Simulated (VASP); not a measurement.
Mg4H:

```
Mg H
1.0
     5.48617    0.00000    0.00000
     0.00000    5.48617    0.00000
     0.00000    0.00000    5.48617
Mg H
4 1
Direct
  0.50000 0.50000 0.50000
  0.00000 0.50000 0.50000
  0.50000 0.00000 0.50000
  0.50000 0.50000 0.00000
  0.00000 0.00000 0.00000
```

The cell was built by a generator and needn't be a form met in nature.

| Property | Result |
| --- | --- |
| Program | VASP 6.6.1 |
| Task | single point |
| Functional | PBE |
| Potentials or basis | VASP PAW PBE potentials, release 64 (Mg, H) |
| Cutoff | 520 eV |
| k mesh | 5 × 5 × 5 |
| Occupations | fermi-dirac, width 0.05 eV |
| Spin | no spin polarisation |

On this cell: pressure -0.1 GPa; largest force zero by symmetry; band gap on the k mesh none (metal or under the smearing width).

The same run follows on a disturbed copy (atoms moved at random, drawn with an rms of 0.05 Å):

```
Mg H
1.0
     5.48617    0.00000    0.00000
     0.00000    5.48617    0.00000
     0.00000    0.00000    5.48617
Mg H
4 1
Cartesian
  2.7309 2.7290 2.7665
  0.0095 2.7902 2.7435
  2.7491 -0.0151 2.7405
  2.7780 2.7363 0.0681
  0.0272 -0.0027 -0.0147
```

Question: What does the disturbed cell give?

Answer: The energy (extrapolated to zero smearing) moves by +0.9 meV/atom; pressure -0.1 GPa; largest force 0.309 eV/Å; band gap on the k mesh none (metal or under the smearing width).

Forces on the atoms (eV/Å):
```
Mg   0.105 -0.036  0.289
Mg  -0.133  0.053 -0.011
Mg  -0.001  0.000 -0.014
Mg   0.028  0.000 -0.257
H    0.001 -0.017 -0.007
```
